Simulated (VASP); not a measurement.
Here is the system:

```
CELL_PARAMETERS angstrom
      2.90297     0.00000     0.00000
      0.00000     2.90297     0.00000
      0.00000     0.00000     2.90297
ATOMIC_POSITIONS crystal
  Ti 0.50000 0.50000 0.50000
  Be 0.00000 0.00000 0.00000
```

These are PBEsol GGA, VASP's PBE PAW potentials (set 64) (plane waves; VASP) values and carry that method's errors. Numerical set-up: 400 eV cut-off, Gaussian smearing of 0.050 eV, potentials Ti_sv Be.

Estimate the band gap (along the path) with the smallest direct gap where there is one.

```json
{
  "band gap (along the path)": "none (metal, semimetal or under 0.01 eV)"
}
```

The structure comes from a computed database's TiBe entry (Pm-3m); how it stands against other phases isn't given here. It was relaxed first.
